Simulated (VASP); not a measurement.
Method: PBE GGA, VASP's PBE PAW potentials (set 64) (plane waves; VASP).

VASP ran on this input.

KPOINTS:
```
Automatic mesh
0
Gamma
14 14 14
0 0 0
```

**INCAR**
```
SYSTEM = Ta
PREC = Accurate
ENCUT = 300
EDIFF = 1E-6
NELM = 100
ALGO = Normal
LREAL = .FALSE.
LASPH = .TRUE.
ISMEAR = -1
SIGMA = 0.05
GGA = PE
LMAXMIX = 6
LWAVE = .FALSE.
LCHARG = .FALSE.
ISIF = 2
```

**POSCAR**
```
Ta
1
   -1.6500000000     1.6500000000     1.6500000000
    1.6500000000    -1.6500000000     1.6500000000
    1.6500000000     1.6500000000    -1.6500000000
Ta
1
Direct
  0.0000000000   0.0000000000   0.0000000000
```

POTCAR, in this order: Ta_pv (PBE.64 set). Program: vasp_std.

Task: What will the output report for the number of irreducible k-points (NKPTS), largest plane-wave count, number of space-group operations, FFT grid (NGX, NGY, NGZ)?

Result: 
| Quantity | Result |
|---|---|
| number of irreducible k-points (NKPTS) | 104 |
| largest plane-wave count | 236 |
| number of space-group operations | 48 |
| FFT grid (NGX, NGY, NGZ) | 16 × 16 × 16 |

The structure is a typed Ta crystal (Im-3m). The cell was not relaxed at this level.
